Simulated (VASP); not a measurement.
A cell of ZnO (wurtzite) near equilibrium:

```
ZnO
1.0
    1.62347    -2.81194     0.00000
    1.62347     2.81194     0.00000
    0.00000     0.00000     5.20979
Zn O
2 2
Direct
  0.66667   0.33333   0.50030
  0.33333   0.66667   0.00030
  0.66667   0.33333   0.88170
  0.33333   0.66667   0.38170
```

Computed with r2SCAN meta-GGA, VASP's PBE PAW potentials (set 64) (plane waves; VASP 6.6.1).

```
run               ΔE (meV/atom)    σxx    σyy    σzz  largest shear component, with its sign (GPa)
----------------  -------------  -----  -----  -----  --------------------------------------------
as it is                    0.0  -0.32  -0.32  -0.31                                          0.00
after one change            0.5  -0.32  -0.32  -0.31                                         -0.84
```
Stress is in GPa, positive when the cell is compressed.

**Question.** Which change was made?
(A) shear strain γ_xz = +1.5 %
(B) isotropic strain of +2.0 % with the ions relaxed
(C) biaxial strain of -1.5 % in the xy plane with the ions relaxed
(D) shear strain γ_xy = +2.0 %

**Answer.** A, shear strain γ_xz = +1.5 %

The compound is ZnO in the wurtzite structure.
